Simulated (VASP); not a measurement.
The input files of a VASP run:

### INCAR
```
# general
SYSTEM   = MgI2
PREC     = Accurate
ENCUT    = 520
LREAL    = .False.
LASPH    = .True.

# electronic loop
EDIFF    = 1E-6
NELM     = 100
ALGO     = Normal
LMAXMIX  = 4

# smearing
ISMEAR   = 0
SIGMA    = 0.05

# functional
GGA      = MK
LUSE_VDW = .True.
AGGAC    = 0.0
PARAM1   = 0.1234568
PARAM2   = 0.7114
ZAB_VDW  = -1.8867

# ions
IBRION   = 2
NSW      = 60
ISIF     = 3
EDIFFG   = -0.02

# output
LWAVE    = .False.
LCHARG   = .False.
```

File KPOINTS:
```
Automatic mesh
0
Gamma
6 6 3
0 0 0
```

### POSCAR
```
MgI2
1
    2.0648266241    -3.5763842023     0.0000000000
    2.0648266241     3.5763842023    -0.0000000000
   -0.0000000000    -0.0000000000     6.8937153843
Mg I
1 2
Direct
  1.0000000000   0.0000000000   0.0000000000
  0.3333330000   0.6666670000   0.2417661996
  0.6666670000   0.3333330000   0.7582338004
```

POTCAR, in this order: Mg I (PBE.64 set). Program: vasp_std.

Problem. Write an equivalent input for Quantum ESPRESSO's pw.x.

Solution. One equivalent input (not run):
```
&CONTROL
  calculation = 'vc-relax'
  pseudo_dir = './pseudo'
  outdir = './out'
  tprnfor = .true.
  tstress = .true.
  nstep = 60
  forc_conv_thr = 0.00078
/
&SYSTEM
  ibrav = 0
  nat = 3
  ntyp = 2
  ecutwfc = 84
  occupations = 'smearing'
  smearing = 'gaussian'
  degauss = 0.003675
  input_dft = 'vdw-df2-b86r'
/
&ELECTRONS
  conv_thr = 7.3e-08
  electron_maxstep = 100
/
&IONS
/
&CELL
/
ATOMIC_SPECIES
  Mg 24.305 Mg.upf
  I 126.904 I.upf
CELL_PARAMETERS angstrom
     2.0648266   -3.5763842    0.0000000
     2.0648266    3.5763842   -0.0000000
    -0.0000000   -0.0000000    6.8937154
ATOMIC_POSITIONS crystal
  Mg   1.0000000  0.0000000  0.0000000
  I    0.3333330  0.6666670  0.2417662
  I    0.6666670  0.3333330  0.7582338
K_POINTS automatic
  6 6 3 0 0 0
```
What does not carry over: the potentials are each code's own (VASP's PAW set, PseudoDojo norm-conserving files in pw.x), so ENCUT and ecutwfc are chosen apart and not converted; conv_thr bounds pw.x's estimated SCF error, while EDIFF bounds the energy change between steps; forc_conv_thr acts on force components and is met together with etot_conv_thr.

The compound is MgI2 in the 1T layered structure. This run relaxes it. Symmetry was kept, so distortions that lower it aren't found.
